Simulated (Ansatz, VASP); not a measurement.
BeZn2TeS2 in VASP and in Ansatz

```xyz
6
Lattice="3.7098 0.0000 0.0000 -1.8549 3.2128 0.0000 0.0000 0.0000 12.1539" Properties=species:S:1:pos:R:3 pbc="T T T"
Be    0.0000    2.1418    6.0769
Zn    0.0000    0.0000    4.8254
Zn    0.0000    0.0000    7.3285
Te    0.0000    2.1418    0.0000
S     0.0000    2.1418    8.2201
S     0.0000    2.1418    3.9337
```

Alike in both runs: functional PBE; k mesh 6 × 6 × 2; occupations gaussian, width 0.1 eV; no spin polarisation.

Ansatz relaxed the structure, and its values are those at the end. VASP's run is a single point on that final structure, the one shown.

|  | VASP | Ansatz |
| --- | --- | --- |
| version | VASP 6.6.1 | Ansatz 0.2.0 |
| potentials or method | VASP PAW PBE potentials, release 64 (Be, Zn, Te, S) | scalar-relativistic, plane waves, PAW |
| plane-wave cutoff (eV) | 520 | 420 |
| valence electrons in the cell | 44 | 54 |

Ansatz gave:

* gap on the k mesh at the Fermi level (eV): none
* pressure (GPa): 0.1
* rms of the force components (eV/Å): 0.003

Q: Estimate VASP's values.

A: gap on the k mesh at the Fermi level (eV): none; pressure (GPa): 0.1; rms of the force components (eV/Å): 0.009.

A gap of «none» marks a metal or a gap that the smearing closes. The two sets of potentials don't hold the same shells in valence.

The runs have no spin-orbit coupling, so splittings on Te are missing.
